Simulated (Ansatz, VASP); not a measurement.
# CCl (Cl-CC-Cl chair, 1 layer) in two plane-wave programs

One calculation is typed for both programs; each brings its own data sets. How far apart do they land? Of the first pair: The structure shown is the start of the Ansatz relaxation below; VASP solves that cell, so the two are compared at the walk's first step.

Calculated with Ansatz 0.2.0; plane waves, with VASP 6.6.1 beside it; single point at PBE.

**1. Set-up**

The cell holds 4 atoms: 2 Cl and 2 C. Its edges and angles: a = 2.508 Å, b = 2.508 Å, c = 19.067 Å, α = 90.0°, β = 90.0°, γ = 120.0°. Vacuum lies along c.

**2. Ansatz: relaxation, PBE**

Ansatz runs on its default PAW (the set named soft_2) files.

The two programs are compared at the cell with which this relaxation starts, whose forces are those of its first step.

input.yaml

```yaml
crystal:
  lattice:
    - [2.508, 0.0, 0.0]
    - [-1.254, 2.1719917127, 0.0]
    - [0.0, 0.0, 19.0666666667]
  atoms:
    - { symbol: Cl, position: [0.6666666667, 0.3333333333, 0.3933566434] }
    - { symbol: C, position: [0.6666666667, 0.3333333333, 0.4867132867] }
    - { symbol: C, position: [0.3333333333, 0.6666666667, 0.5132867133] }
    - { symbol: Cl, position: [0.3333333333, 0.6666666667, 0.6066433566] }
kpoints:
  mp_grid: { grid: [12, 12, 1] }
hamiltonian:
  xc: pbe
scf:
  occupations: { method: fermi_dirac, width: 0.05 }
  convergence: { dr2_threshold: 1.0e-08 }
efield:
  axis: 3
  dipole_correction: true
  ramp_position: 0.97
  ramp_width: 0.04
relax:
  f_tol: 0.01
  cell: { fix: [c, alpha, beta] }
output:
  write_potential: true
  write_density: true
  volumetric_format: npy
```

Started as:

```console
> ansatz run input.yaml --threads 2 --pin off --max-ram 4096MiB --backend cpu --events-out ev --progress --plain --runs-dir out
```

Numbers of over 12 decimals in the logs are rounded to 6 here.

Output:

```text
Warning: relax.cell: scf.convergence.dr2_threshold = 1e-8 eV is looser than the 4e-10 eV advised for a relaxation that steers and ends on the stress (1e-10 eV for each atom of the cell: 4). What an SCF threshold leaves in a stress goes as its square root, and in the free energy as the threshold itself, and one threshold admits the most on a small cell: [figures from the program's tests cut] Set scf.convergence.dr2_threshold to 4e-10 eV or tighter. The threshold is an SCF's pass mark: one that does not reach it within its budget of iterations ends unconverged, or closes short of it on a stop that the run arms, and scf.convergence.dr2_threshold's page says what that costs each kind of run
Engine: ansatz 0.2.0, aarch64-unknown-linux-gnu
Pseudopotentials: kind: paw
Pseudopotential: Cl, paw, valence charge 7, recommended cutoff 420 eV (normal), Cl.paw.azcp
Pseudopotential: C, paw, valence charge 4, recommended cutoff 420 eV (normal), C.paw.azcp
Functional definition: PBE
  parameter kappa = 0.804
  parameter beta = 0.066725
  exchange = pbe_x(kappa = kappa, mu = beta*pi^2/3)
  correlation = pbe_c(beta = beta)
Crystal: 4 atoms, lattice volume = 103.863 Å³
Basis set: ecut = 420 eV, 2001 PW (Γ), exchange–correlation on 36×36×256 points (8 copies of the dense FFT grid, shifted against one another)
Bands: 15, of which v1, the nominal top of the filled ones, is band 11 counted from 1 (10 counted from 0)
Symmetry: 6 space group operations
k-points: 19 of 144 (time reversal used)
Non-local potential: Cl, projectors of the file, l = 0: 2, l = 1: 2, l = 2: 2
Non-local potential: C, projectors of the file, l = 0: 2, l = 1: 2, l = 2: 1
PAW form: soft (Blöchl's): semilocal exchange-correlation on the pseudo side does not see the compensation charge
PAW one-centre angular grid: Cl, 110 points (default); XC on 64 Gauss nodes
PAW one-centre angular grid: C, 110 points (default); XC on 64 Gauss nodes
Initial density: superposition of atomic densities (neutral atoms: chi_scale 0, normalization atom), corrected by the library's trained network
Initial wavefunctions: pseudopotential atomic-orbital guess
Functional: x = pbe(κ = 0.804, μ = 0.219515), c = pbe(β = 0.066725)
SCF iter   1: F=—  HF=-2655.203983 eV  |F-HF|=—  |Δ(HF+E_count)|=         —  Δρ=9.11e-3  dr2=4.14e-1  ethr=1.77e-3  p=-0.002 e·Å  D=-3.33e-3 V/Å  ΔV_dip=0.06 eV  dr2_dipole=2.75e-4  V_vac-E_F(+/−)=2.00/1.93 eV  ⟨swp⟩=8.9  Hψ=2186  notcnv=0
efield: sawtooth ramp at fractional position 0.9700 (set: `efield.ramp_position`, or a place that a band, a saddle search or an elastic batch's reference lends), width 0.0400; the density the first Hamiltonian is built on has a dipole p = -0.002 e·Å; the dipole correction subtracts the counter field D = -3.33e-3 V/Å, which shifts the + side's vacuum level by +0.06 eV against the − side's; the planar-averaged density in the ramp window peaks in size at 3.4e-4 e/Å³
preconditioner: auto → LDOS  [metal: Δε(μ)=0.138 eV  Ē_g=13.416 eV  σ=0.050 eV  W_gap=0.47  n_scr=12 (ndim 8)  ℏωp=17.1 eV  f_vac=0.583  D(μ)=0.90/eV (n_scr^D=6)  β→1.0]
SCF iter   2: F=—  HF=-2655.184081 eV  |F-HF|=—  |Δ(HF+E_count)|=   1.99e-2  Δρ=8.64e-3  dr2=2.29e-1  ethr=1.77e-3  p=-0.000 e·Å  D=-1.19e-4 V/Å  ΔV_dip=0.00 eV  dr2_dipole=2.59e-6  V_vac-E_F(+/−)=3.38/3.38 eV  ⟨swp⟩=3.4  Hψ=642  notcnv=0
SCF iter   3: F=—  HF=-2655.143314 eV  |F-HF|=—  |Δ(HF+E_count)|=   4.08e-2  Δρ=1.61e-3  dr2=7.97e-3  ethr=1.04e-3  p=-0.000 e·Å  D=-2.73e-4 V/Å  ΔV_dip=0.01 eV  dr2_dipole=7.55e-8  V_vac-E_F(+/−)=3.13/3.13 eV  ⟨swp⟩=3.1  Hψ=574  notcnv=0
SCF iter   4: F=—  HF=-2655.141848 eV  |F-HF|=—  |Δ(HF+E_count)|=   1.47e-3  Δρ=3.02e-4  dr2=1.53e-4  ethr=3.62e-5  p=-0.000 e·Å  D=-1.44e-4 V/Å  ΔV_dip=0.00 eV  dr2_dipole=5.91e-7  V_vac-E_F(+/−)=3.27/3.26 eV  ⟨swp⟩=2.5  Hψ=521  notcnv=0
SCF iter   5: F=—  HF=-2655.141857 eV  |F-HF|=—  |Δ(HF+E_count)|=   8.72e-6  Δρ=6.06e-5  dr2=5.39e-6  ethr=6.96e-7  p=0.000 e·Å  D=4.95e-5 V/Å  ΔV_dip=-0.00 eV  dr2_dipole=4.64e-7  V_vac-E_F(+/−)=3.31/3.31 eV  ⟨swp⟩=2.7  Hψ=597  notcnv=0
SCF iter   6: F=—  HF=-2655.141855 eV  |F-HF|=—  |Δ(HF+E_count)|=   2.47e-6  Δρ=2.06e-5  dr2=1.00e-6  ethr=2.45e-8  p=-0.000 e·Å  D=-4.87e-5 V/Å  ΔV_dip=0.00 eV  dr2_dipole=1.96e-7  V_vac-E_F(+/−)=3.32/3.32 eV  ⟨swp⟩=2.9  Hψ=617  notcnv=0
SCF iter   7: F=—  HF=-2655.141854 eV  |F-HF|=—  |Δ(HF+E_count)|=   1.41e-7  Δρ=8.24e-6  dr2=1.49e-7  ethr=4.55e-9  p=0.000 e·Å  D=1.62e-5 V/Å  ΔV_dip=-0.00 eV  dr2_dipole=2.25e-8  V_vac-E_F(+/−)=3.32/3.32 eV  ⟨swp⟩=2.3  Hψ=477  notcnv=0
[...]
SCF iter   6: F=-2657.881229 eV  HF=-2657.881229 eV  |F-HF|=8.37e-10  |Δ(HF+E_count)|=   3.47e-8  Δρ=8.13e-7  dr2=1.27e-9  ethr=4.55e-11  p=-0.000 e·Å  D=-5.48e-6 V/Å  ΔV_dip=0.00 eV  dr2_dipole=3.18e-10  V_vac-E_F(+/−)=3.17/3.17 eV  ⟨swp⟩=7.6  Hψ=2035  notcnv=0
SCF 11 converged in 6 iterations: F = -2657.881229 eV  dr2 = 1.27e-9
relax step  11: F+E_penalty+E_count = -2657.88122912 eV  Δ(F+E_penalty+E_count) = +6.382e-5 eV  max|allowed force component| = 3.891e-4 eV/Å  Δτ_max = 0.0003 Å  P = -0.000 GPa  Ω = 140.056 Å³  energy of the carried Pulay correction = -1.202e-3 eV  fix = [c, alpha, beta]  reactions: c +0.005 GPa  (6 SCF iters, accepted)
iter 1 solved again at ethr=2.81e-6 eV; its pass at ethr=3.10e-3 eV (dr2=6.17e-4 eV) is discarded
SCF iter   1: F=—  HF=-2657.882463 eV  |F-HF|=—  |Δ(HF+E_count)|=         —  Δρ=4.30e-5  dr2=4.02e-7  ethr=2.81e-6  p=-0.000 e·Å  D=-5.48e-6 V/Å  ΔV_dip=0.00 eV  dr2_dipole=2.76e-10  V_vac-E_F(+/−)=3.17/3.17 eV  ⟨swp⟩=3.1  Hψ=2730  notcnv=0
efield: sawtooth ramp at fractional position 0.9700 (set: `efield.ramp_position`, or a place that a band, a saddle search or an elastic batch's reference lends), width 0.0400; the density the first Hamiltonian is built on has a dipole p = -0.000 e·Å; the dipole correction subtracts the counter field D = -5.48e-6 V/Å, which shifts the + side's vacuum level by +0.00 eV against the − side's; the planar-averaged density in the ramp window peaks in size at 1.0e-6 e/Å³
eigensolver tolerance schedule: the retry pair's looser diagonalisation over-reported the residual by 1534.51 of it (diagonalisation noise at an unbounded share of the residual, at the tolerance the schedule requests for it); recorded, not acted on — ethr = c·dr2/N_el stays at c = 1.0e-1
preconditioner: auto → none  [insulator: Δε(μ)=1.514 eV  Ē_g=12.213 eV  σ=0.050 eV  W_gap=1.00  n_scr=12 (ndim 8)  ℏωp=14.7 eV  f_vac=0.614  D(μ)=0.00/eV (n_scr^D=0)  ε∞_Penn≈2.5]
SCF iter   2: F=—  HF=-2657.882475 eV  |F-HF|=—  |Δ(HF+E_count)|=   1.21e-5  Δρ=2.14e-5  dr2=1.87e-7  ethr=1.83e-9  p=0.000 e·Å  D=7.86e-6 V/Å  ΔV_dip=-0.00 eV  dr2_dipole=2.07e-9  V_vac-E_F(+/−)=3.17/3.17 eV  ⟨swp⟩=2.9  Hψ=624  notcnv=0
SCF iter   3: F=—  HF=-2657.882483 eV  |F-HF|=—  |Δ(HF+E_count)|=   8.27e-6  Δρ=1.20e-5  dr2=3.52e-7  ethr=8.49e-10  p=-0.000 e·Å  D=-3.27e-5 V/Å  ΔV_dip=0.00 eV  dr2_dipole=2.09e-8  V_vac-E_F(+/−)=3.17/3.17 eV  ⟨swp⟩=2.5  Hψ=485  notcnv=0
SCF iter   4: F=—  HF=-2657.882486 eV  |F-HF|=—  |Δ(HF+E_count)|=   3.22e-6  Δρ=3.66e-6  dr2=3.14e-8  ethr=8.49e-10  p=0.000 e·Å  D=2.22e-5 V/Å  ΔV_dip=-0.00 eV  dr2_dipole=1.17e-8  V_vac-E_F(+/−)=3.17/3.17 eV  ⟨swp⟩=2.1  Hψ=392  notcnv=0
SCF iter   5: F=-2657.882487 eV  HF=-2657.882487 eV  |F-HF|=2.94e-7  |Δ(HF+E_count)|=   4.77e-7  Δρ=2.08e-6  dr2=7.63e-9  ethr=4.55e-11  p=-0.000 e·Å  D=-1.19e-5 V/Å  ΔV_dip=0.00 eV  dr2_dipole=2.38e-9  V_vac-E_F(+/−)=3.17/3.17 eV  ⟨swp⟩=9.8  Hψ=2325  notcnv=0
SCF 12 converged in 5 iterations: F = -2657.882487 eV  dr2 = 7.63e-9
relax step  12: F+E_penalty+E_count = -2657.88248692 eV  Δ(F+E_penalty+E_count) = -1.258e-3 eV  max|allowed force component| = 7.896e-4 eV/Å  Δτ_max = 0.0000 Å  P = +0.000 GPa  Ω = 140.056 Å³  fix = [c, alpha, beta]  reactions: c -0.000 GPa  stress off target by 2.62e-4 GPa on what of the cell is left free  SCF on the basis re-selected at this cell (its energy is not comparable with the rows above)  (5 SCF iters)
basis re-selected at this cell: Δ(F+E_penalty+E_count) = -1.258e-3 eV, ΔP = +0.000 GPa vs the last step (what re-selecting the basis moved, of the pressure what is left beyond the Pulay correction that the steps carried, after the strain that the cell walked since its last selection, with what the two solves' SCF thresholds leave and, on support functions, any second-order correction that the steps lacked; it is no m [...]
WARN: The output density's exchange-correlation potential varies sharply where the density is thin. Do not read a vacuum level from v_tot or v_xc, or from such a field of the output density. On a cell that repeats whose density bears no net charge and no dipole along the vacuum's axis use v_es (v_loc + v_h of the components); under efield.dipole_correction with no amplitude use v_es + v_field, which holds any externa [...]
SCF converged after 5 iterations
Free energy (F): -2657.882487 eV
Harris-Foulkes:  -2657.882487 eV  (|F-HF|=2.94e-7)
Internal energy: -2657.882487 eV  (E = F + TS)
E sigma→0 (E₀):  -2657.882487 eV
Entropy (-TS):   -0.000000 eV (-0.000 meV/atom)
Fermi energy:    1.266097 eV
Dipole field:    D = 0.000066 V/Å  (p = 0.000051 e·Å, saw-weighted, corrected)
Work function:   Φ+ = 3.1673 eV   Φ− = 3.1686 eV
Levels:          The Fermi level and band energies are counted from a zero that moves with the ramp; work functions are not
--- Per-component energies (eV) ---
  E_band       = -173.387061
  E_kinetic    = 495.273632
  E_local      = -9674.207307  (includes V_loc(G=0)·N_el)
  E_nonlocal   = 109.353558
  E_hartree    = 4630.846085
  E_xc         = -308.310802
  E_vxc        = -360.673685  (∫ρ·V_xc dr)
  E_paw        = -1515.292243  (= ΣΔE_a)
  E_vpaw       = -4.827698  (= ΣTr[D̂ρ^β])
  E_aug_tail   = 0.000188  (compensation charges beyond the density's cutoff)
  E_efield     = 0.000000  (sawtooth field / dipole correction)
  E_vefield    = -0.000279  (∫n·V_field dr)
  E_ewald      = 3604.454402
  E_smearing   = -0.000000  (= −TS)
  E_closure    = -0.000000  (closes the sum)
  Σ components = -2657.882487   (vs F -2657.882487, Δ=0.00e0)
--- Forces (eV/Å), atoms counted from 1 ---
  atom   1  Cl    -0.00000000    -0.00000000    -0.00009122
  atom   2  C      0.00000000     0.00000000     0.00077964
  atom   3  C     -0.00000000    -0.00000000    -0.00061541
  atom   4  Cl     0.00000000     0.00000000    -0.00011285
  max |Σ_I F_I| component: 3.98e-5 eV/Å
--- Stress (GPa, compression-positive) ---
        0.000262      -0.000000      -0.000000
       -0.000000       0.000262      -0.000000
       -0.000000      -0.000000      -0.000275
  P = ⅓ Tr σ = 0.0001 GPa (0.001 kbar)
--- Band table (eV; the first three rows and the last of 19) ---
  k-point 0: bands = [... 7 lower, -0.7827, -0.7827, 0.4854, 0.4854, 1.9996, 2.2932, 3.4950, 4.2350]
  k-point 1: bands = [... 7 lower, -1.2121, -0.8491, -0.0046, 0.3860, 2.2937, 2.5755, 3.5781, 4.2875]
  k-point 2: bands = [... 7 lower, -2.1969, -1.1664, -1.0501, 0.1267, 2.6526, 2.8981, 3.8271, 4.9244]
  k-point 18: bands = [... 7 lower, -4.8941, -3.8160, -3.8159, -3.5163, 4.5703, 4.5704, 5.7005, 6.8485]
--- Relaxed structure (10 steps of the walk, 9 accepted, 2 SCFs on fresh bases) ---
  F+E_penalty+E_count = -2657.88248692 eV   max|allowed force component| = 7.896e-4 eV/Å   (the final SCF, on the basis selected at the relaxed cell)
  cell:  # Å, volume = 140.0557 Å³
    - [2.912377, 2.992992634716255e-17, 0]
    - [-1.456189, 2.522193, 0]
    - [0, 0, 19.0666666667]
  atoms:
    - { symbol: Cl, position: [0.666667, 0.333333, 0.394705] }
    - { symbol: C, position: [0.666667, 0.333333, 0.486651] }
    - { symbol: C, position: [0.333333, 0.666667, 0.513349] }
    - { symbol: Cl, position: [0.333333, 0.666667, 0.605295] }
```

Reading the cycles: dr2 is the Hartree energy of the density residual (eV), the measure of convergence; HF is the Harris–Foulkes estimate of the energy, which meets the free energy F at convergence.

**3. VASP: single point, PBE, start cell, pair 1**

The same cell, functional, mesh and smearing now go to VASP, with its own data sets.

Lines of VASP's logs that name or quote its potential files are left out, and so is its time.

INCAR

```
SYSTEM = CCl
PREC = Accurate
ENCUT = 520
EDIFF = 1E-06
NELM = 120
ISMEAR = -1
SIGMA = 0.05
LREAL = .FALSE.
ALGO = Normal
GGA = PE
NBANDS = 17
LORBIT = 11
LWAVE = .FALSE.
LCHARG = .FALSE.
ISIF = 2
LDIPOL = .TRUE.
IDIPOL = 3
DIPOL = 0.5 0.5 0.5
LVHAR = .TRUE.
LASPH = .TRUE.
GGA_COMPAT = .FALSE.
EFERMI = MIDGAP
NELMDL = -8
```

POSCAR

```
CCl
1.0
    2.5080000000      0.0000000000      0.0000000000
   -1.2540000000      2.1719920000      0.0000000000
    0.0000000000      0.0000000000     19.0666670000
Cl C
2 2
Direct
    0.6666664366      0.3333331032      0.3933566365
    0.3333331032      0.6666664366      0.6066433635
    0.6666664366      0.3333331032      0.4867132782
    0.3333331032      0.6666664366      0.5132867218
```

KPOINTS

```
Automatic mesh
0
Gamma
12 12 1
0 0 0
```

Potentials, in the order of the species: Cl and C (PBE family, release 64).

Started as:

```console
> mpirun -np 1 vasp_std
```

Output:

```text
[banner, memory and clock lines left out]
running    1 mpi-ranks, on    1 nodes
 distrk:  each k-point on    1 cores,    1 groups
 distr:  one band on    1 cores,    1 groups

 POSCAR found type information on POSCAR ClC
 POSCAR found :  2 types and       4 ions
 LDA part: xc-table for (Slater+PW92), standard interpolation
 POSCAR, INCAR and KPOINTS ok, starting setup
 FFT: planning ... GRIDC
 FFT: planning ... GRID_SOFT
 FFT: planning ... GRID
 WAVECAR not read
 entering main loop
       N       E                     dE             d eps       ncg     rms          rms(c)
DAV:   1     0.190143771692E+03    0.19014E+03   -0.98681E+03   646   0.108E+03
DAV:   2    -0.116410997754E+00   -0.19026E+03   -0.18116E+03   929   0.231E+02
DAV:   3    -0.170019294760E+02   -0.16886E+02   -0.16786E+02   855   0.832E+01
DAV:   4    -0.172904865525E+02   -0.28856E+00   -0.28763E+00   939   0.122E+01
DAV:   5    -0.172969744552E+02   -0.64879E-02   -0.64841E-02  1008   0.169E+00
DAV:   6    -0.172970656387E+02   -0.91183E-04   -0.91177E-04   982   0.172E-01
DAV:   7    -0.172970682821E+02   -0.26434E-05   -0.26434E-05  1035   0.234E-02
DAV:   8    -0.172970683881E+02   -0.10600E-06   -0.10615E-06   826   0.366E-03    0.268E+01
DAV:   9    -0.165697213774E+02    0.72735E+00   -0.10310E+00   856   0.861E+00    0.143E+01
DAV:  10    -0.164341553575E+02    0.13557E+00   -0.95128E-01   964   0.660E+00    0.361E+00
DAV:  11    -0.164390637125E+02   -0.49084E-02   -0.29485E-02   943   0.117E+00    0.700E-01
DAV:  12    -0.164320882062E+02    0.69755E-02   -0.15722E-02   808   0.846E-01    0.296E-01
DAV:  13    -0.164322071323E+02   -0.11893E-03   -0.14774E-03   856   0.277E-01    0.598E-02
DAV:  14    -0.164321985415E+02    0.85908E-05   -0.80945E-05   924   0.727E-02    0.437E-02
DAV:  15    -0.164321934527E+02    0.50888E-05   -0.31424E-05   911   0.384E-02    0.112E-02
DAV:  16    -0.164321997739E+02   -0.63212E-05   -0.14934E-05   856   0.186E-02    0.918E-03
DAV:  17    -0.164322027864E+02   -0.30126E-05   -0.17354E-06   659   0.938E-03    0.732E-03
DAV:  18    -0.164322124205E+02   -0.96340E-05   -0.25282E-06   613   0.736E-03    0.363E-03
DAV:  19    -0.164322130095E+02   -0.58903E-06   -0.43572E-07   678   0.385E-03
   1 F= -.16432213E+02 E0= -.16428595E+02  d E =-.723674E-02
```

From OUTCAR (step 3):

```text
ion  position               nearest neighbor table
   1  0.667  0.333  0.393-   3 1.78
   2  0.333  0.667  0.607-   4 1.78
   3  0.667  0.333  0.487-   4 1.53   4 1.53   4 1.53   1 1.78
   4  0.333  0.667  0.513-   3 1.53   3 1.53   3 1.53   2 1.78

  LATTYP: Found a hexagonal cell.
 ALAT       =     2.5080000000
 C/A-ratio  =     7.6023393142

 Subroutine GETGRP returns: Found 12 space group operations
 (whereof 12 operations were pure point group operations)

The static configuration has the point symmetry D_3d.

 Found     19 irreducible k-points:

   k-points           NKPTS =     19   k-points in BZ     NKDIM =     19   number of bands    NBANDS=     17

   dimension x,y,z NGX =    20 NGY =   20 NGZ =  144
   dimension x,y,z NGXF=    40 NGYF=   40 NGZF=  288

   ENCUT  =  520.0 eV  38.22 Ry    6.18 a.u.   4.66  4.66 35.45*2*pi/ulx,y,z

   NELECT =      22.0000    total number of electrons

 k-points in reciprocal lattice and weights: Automatic mesh
   0.00000000  0.00000000  0.00000000       0.007
   0.08333333 -0.00000000  0.00000000       0.042
   0.16666667 -0.00000000  0.00000000       0.042
   0.25000000 -0.00000000  0.00000000       0.042
   0.33333333 -0.00000000  0.00000000       0.042
   0.41666667 -0.00000000  0.00000000       0.042
   0.50000000 -0.00000000  0.00000000       0.021
   0.08333333  0.08333333  0.00000000       0.042
   0.16666667  0.08333333  0.00000000       0.083
[...]
0.33333333  0.25000000  0.00000000       0.083
   0.33333333  0.33333333  0.00000000       0.014

 dipolmoment           0.000000      0.000000      0.000000 electrons x Angstroem

 average (electrostatic) potential at core
       1 -95.9658       2 -95.9658       3 -56.2871       4 -56.2871

 E-fermi :   1.9967

 k-point     1 :       0.0000    0.0000    0.0000
  band No.  band energies     occupation
    ...
      4     -10.5078      2.00000
      5      -6.2502      2.00000
      6      -2.6302      2.00000
      7      -2.6302      2.00000
      8       0.5555      2.00000
      9       2.2090      0.02826
     10       2.2090      0.02826
     11       3.0140      0.00000
     12       3.0140      0.00000
     13       3.7726      0.00000
    ...

 k-point     2 :       0.0833   -0.0000    0.0000
  band No.  band energies     occupation
    ...
      6      -3.4535      2.00000
      7      -2.9661      2.00000
      8       0.7006      2.00000
      9       1.2016      2.00000
     10       2.0148      0.82137
     11       2.1769      0.05304
     12       2.7755      0.00000
     13       4.0256      0.00000
     14       5.1375      0.00000
     15       5.4382      0.00000
    ...

 k-point     3 :       0.1667   -0.0000    0.0000
  band No.  band energies     occupation
    ...
      7      -3.7395      2.00000
      8      -0.8774      2.00000
      9      -0.0338      2.00000
     10       1.4033      1.99999
     11       1.4833      1.99993
     12       2.1912      0.04012
     13       4.3984      0.00000
     14       5.7232      0.00000
     15       5.9452      0.00000
     16       6.5062      0.00000
    ...

  Total       18.1100781     18.1100829      4.2201265      0.0000000      0.0000000      0.0000000
  in kB      279.3639550    279.3640289     65.0991804      0.0000000      0.0000000      0.0000000
  external PRESSURE =     207.9423881 kB  Pullay stress =       0.0000000 kB

  energy-cutoff  :      520.00
  volume of cell :      103.86
      direct lattice vectors                 reciprocal lattice vectors
     2.508000000  0.000000000  0.000000000     0.398724083  0.230203426  0.000000000
    -1.254000000  2.171992000  0.000000000     0.000000000  0.460406852  0.000000000
     0.000000000  0.000000000 19.066667000     0.000000000  0.000000000  0.052447552

 POSITION                                       TOTAL-FORCE (eV/Angst)
 -----------------------------------------------------------------------------------
      1.25400      0.72400      7.50000        -0.000000      0.000000     -1.313578
     -0.00000      1.44799     11.56667         0.000000      0.000000      1.313578
      1.25400      0.72400      9.28000         0.000000     -0.000000      2.139433
     -0.00000      1.44799      9.78667         0.000000      0.000000     -2.139433
 -----------------------------------------------------------------------------------
    total drift:                                0.000634      0.001098      0.000000

  FREE ENERGIE OF THE ION-ELECTRON SYSTEM (eV)
  ---------------------------------------------------
  free  energy   TOTEN  =       -16.4322130095 eV

  energy  without entropy=      -16.4249762713  energy(sigma->0) =      -16.42859464

 vacuum level on the upper side and lower side of the slab         5.303         5.303

 total charge
# of ion       s       p       d       tot
------------------------------------------
    1        1.645   3.528   0.000   5.173
    2        1.645   3.528   0.000   5.173
    3        0.832   1.687   0.000   2.519
    4        0.832   1.687   0.000   2.519
--------------------------------------------------
tot          4.954  10.431   0.000  15.385

[... 3 further parts left out ...]
```

[end of part 1 of 2]

[Lines on the potential files, build, host, timing and source positions are cut from VASP's logs without a mark.]

[Logs are printed without paths, hosts, clocks, repeated set-up lines and the standing remarks that a program may print on its own settings, such as how far it seeks lower states.]

[Hosts, paths, dates, database ids (printed as entryN), source tags and the programs' standing remarks are cut or masked in the printed files.]
